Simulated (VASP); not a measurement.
Output of a VASP run:

**OUTCAR**
```
 ion  position               nearest neighbor table
   1  0.000  0.000  0.000-   2 2.90   2 2.90   2 2.90   2 2.90   2 2.90   2 2.90
   2  0.500  0.500  0.500-   1 2.90   1 2.90   1 2.90   1 2.90   1 2.90   1 2.90
  LATTYP: Found a face centered cubic cell.
 ALAT       =     5.7916214652
 Subroutine PRICEL returns:
 Original cell was already a primitive cell.
 Subroutine GETGRP returns: Found 48 space group operations
The static configuration has the point symmetry O_h .
The dynamic configuration has the point symmetry O_h .
 Subroutine INISYM returns: Found 48 space group operations
 Subroutine IBZKPT returns following result:
 Found     29 irreducible k-points:

 Following reciprocal coordinates:
            Coordinates               Weight
  0.000000  0.000000  0.000000      1.000000
  0.125000  0.000000  0.000000      8.000000
  0.250000  0.000000  0.000000      8.000000
  0.375000  0.000000  0.000000      8.000000
  0.500000  0.000000  0.000000      4.000000
  0.125000  0.125000  0.000000      6.000000
  0.250000  0.125000  0.000000     24.000000
  0.375000  0.125000  0.000000     24.000000
  0.500000  0.125000  0.000000     24.000000
 -0.375000  0.125000  0.000000     24.000000
 -0.250000  0.125000  0.000000     24.000000
 -0.125000  0.125000  0.000000     12.000000
  0.250000  0.250000  0.000000      6.000000
  0.375000  0.250000  0.000000     24.000000
  0.500000  0.250000  0.000000     24.000000
 -0.375000  0.250000  0.000000     24.000000
 -0.250000  0.250000  0.000000     12.000000
  0.375000  0.375000  0.000000      6.000000
  0.500000  0.375000  0.000000     24.000000
 -0.375000  0.375000  0.000000     12.000000
  0.500000  0.500000  0.000000      3.000000
  0.375000  0.250000  0.125000     24.000000
  0.500000  0.250000  0.125000     48.000000
 -0.375000  0.250000  0.125000     24.000000
  0.500000  0.375000  0.125000     24.000000
 -0.375000  0.375000  0.125000     48.000000
 -0.250000  0.375000  0.125000     24.000000
 -0.375000  0.500000  0.125000     12.000000
 -0.250000  0.500000  0.250000      6.000000
   k-points           NKPTS =     29   k-points in BZ     NKDIM =     29   number of bands    NBANDS=     14
   number of dos      NEDOS =    301   number of ions     NIONS =      2
   total plane-waves  NPLWV =  27000
   dimension x,y,z NGX =    30 NGY =   30 NGZ =   30
   dimension x,y,z NGXF=    60 NGYF=   60 NGZF=   60
   ions per type =               1   1
   PREC   = accura    normal or accurate (medium, high low for compatibility)
   ISTART =      0    job   : 0-new  1-cont  2-samecut
   ICHARG =      2    charge: 1-file 2-atom 10-const
   ISPIN  =      1    spin polarized calculation?
   LNONCOLLINEAR =      F non collinear calculations
   LSORBIT =      F    spin-orbit coupling
   INIWAV =      1    electr: 0-lowe 1-rand  2-diag
   ENCUT  =  480.0 eV  35.28 Ry    5.94 a.u.   7.32  7.32  7.32*2*pi/ulx,y,z
   NELM   =    100;   NELMIN=  2; NELMDL= -5     # of ELM steps
   EDIFF  = 0.1E-06   stopping-criterion for ELM
   LREAL  =      F    real-space projection
   NLSPLINE    = F    spline interpolate recip. space projectors
   LMAXMIX     =    4 max onsite mixed and CHGCAR
   VOSKOWN=      0    Vosko Wilk Nusair interpolation
   EDIFFG = -.1E-01   stopping-criterion for IOM
   NSW    =     40    number of steps for IOM
   NBLOCK =      1;   KBLOCK =     40    inner block; outer block
   IBRION =      2    ionic relax: 0-MD 1-quasi-New 2-CG
   NFREE  =      1    steps in history (QN), initial steepest desc. (CG)
   ISIF   =      3    stress and relaxation
   ISYM   =      2    0-nonsym 1-usesym 2-fastsym
   TEIN   =    0.0    initial temperature
   TEBEG  =    0.0;   TEEND  =   0.0 temperature during run
   SMASS  =  -3.00    Nose mass-parameter (am)
   PSTRESS=  200.0 pullay stress
   NELECT =      20.0000    total number of electrons
   EFERMI =   0.00;   METHOD = LEGACY
   ISMEAR =     0;   SIGMA  =   0.05  broadening in eV -4-tet -1-fermi 0-gaus
   IALGO  =     38    algorithm
...
```

### OSZICAR
```
       N       E                     dE             d eps       ncg     rms          rms(c)
DAV:   1     0.124914030540E+03    0.12491E+03   -0.95740E+03   812   0.169E+03
DAV:   2     0.269350423265E+01   -0.12222E+03   -0.12005E+03   872   0.377E+02
DAV:   3    -0.742885448980E+01   -0.10122E+02   -0.10042E+02  1064   0.963E+01
DAV:   4    -0.767620759038E+01   -0.24735E+00   -0.24730E+00   940   0.165E+01
DAV:   5    -0.768718525211E+01   -0.10978E-01   -0.10978E-01  1204   0.330E+00    0.912E+00
DAV:   6    -0.766043911976E+01    0.26746E-01   -0.28219E-02  1164   0.217E+00    0.563E+00
DAV:   7    -0.765176908020E+01    0.86700E-02   -0.22228E-02  1056   0.163E+00    0.188E-01
DAV:   8    -0.765109376015E+01    0.67532E-03   -0.36300E-03  1116   0.792E-01    0.144E-01
DAV:   9    -0.765112331653E+01   -0.29556E-04   -0.22737E-04   950   0.111E-01    0.836E-02
DAV:  10    -0.765112308801E+01    0.22852E-06   -0.48190E-06  1022   0.179E-02    0.344E-02
DAV:  11    -0.765112276770E+01    0.32031E-06   -0.34113E-06   926   0.101E-02    0.297E-02
DAV:  12    -0.765112228319E+01    0.48451E-06   -0.56436E-07   902   0.419E-03    0.538E-03
DAV:  13    -0.765112234691E+01   -0.63724E-07   -0.86763E-08   520   0.251E-03
   1 F= -.15885082E+01 E0= -.15879056E+01  d E =-.158851E+01
```

OUTCAR:
```
------------------------ aborting loop because EDIFF is reached ----------------------------------------
  FORCE on cell =-STRESS in cart. coord.  units (eV):
  Direction    XX          YY          ZZ          XY          YZ          ZX
  --------------------------------------------------------------------------------------
  Total        6.0736129      6.0736129      6.0736129     -0.0000000      0.0000000     -0.0000000
  in kB      200.3628399    200.3628399    200.3628399     -0.0000000      0.0000000     -0.0000000
  external PRESSURE =       0.3628399 kB  Pullay stress =     200.0000000 kB
  volume of cell :       48.57
      direct lattice vectors                 reciprocal lattice vectors
     0.000000000  2.895810733  2.895810733    -0.172663218  0.172663218  0.172663218
     2.895810733  0.000000000  2.895810733     0.172663218 -0.172663218  0.172663218
     2.895810733  2.895810733  0.000000000     0.172663218  0.172663218 -0.172663218
 POSITION                                       TOTAL-FORCE (eV/Angst)
 -----------------------------------------------------------------------------------
      0.00000      0.00000      0.00000        -0.000000      0.000000      0.000000
      2.89581      2.89581      2.89581         0.000000     -0.000000     -0.000000
 -----------------------------------------------------------------------------------
    total drift:                               -0.000000      0.000000      0.000000
  FREE ENERGIE OF THE ION-ELECTRON SYSTEM (eV)
  ---------------------------------------------------
  free  energy   TOTEN  =        -7.6511223469 eV

  energy  without entropy=       -7.6499171474  energy(sigma->0) =       -7.65051975
  enthalpy is  TOTEN    =        -1.5885081930 eV   P V=        6.0626141539

 reached required accuracy - stopping structural energy minimisation
```
(Selected blocks of OUTCAR.)

File POSCAR:
```
SnTe
1
   -0.0000000000     2.8958107326     2.8958107326
    2.8958107326     0.0000000000     2.8958107326
    2.8958107326     2.8958107326     0.0000000000
Sn Te
1 1
Direct
  0.0000000000   0.0000000000   0.0000000000
  0.5000000000   0.5000000000   0.5000000000
```

Task: Reconstruct the remaining input files.

Result: This is not unique; one that fits is the input of the run itself, PBEsol GGA, plane waves, VASP's PBE PAW potentials (set 64).

File KPOINTS:
```
K-points
0
G
 8 8 8
0 0 0
```

**INCAR**
```
SYSTEM=SnTe
PREC=Accurate; ENCUT=480; LREAL=.FALSE.
LASPH=.TRUE.
EDIFF=1E-7; NELM=100; ALGO=Normal
LMAXMIX=4
ISMEAR=0; SIGMA=0.05
GGA=PS
IBRION=2; NSW=40; ISIF=3
EDIFFG=-0.01; PSTRESS=200
LWAVE=.FALSE.; LCHARG=.FALSE.
```

POTCAR, in this order: Sn_d Te (PBE.64 set). Program: vasp_std.

The compound is SnTe in the rock salt structure, which distorts at low temperature. It was relaxed first under an external pressure of 20 GPa.
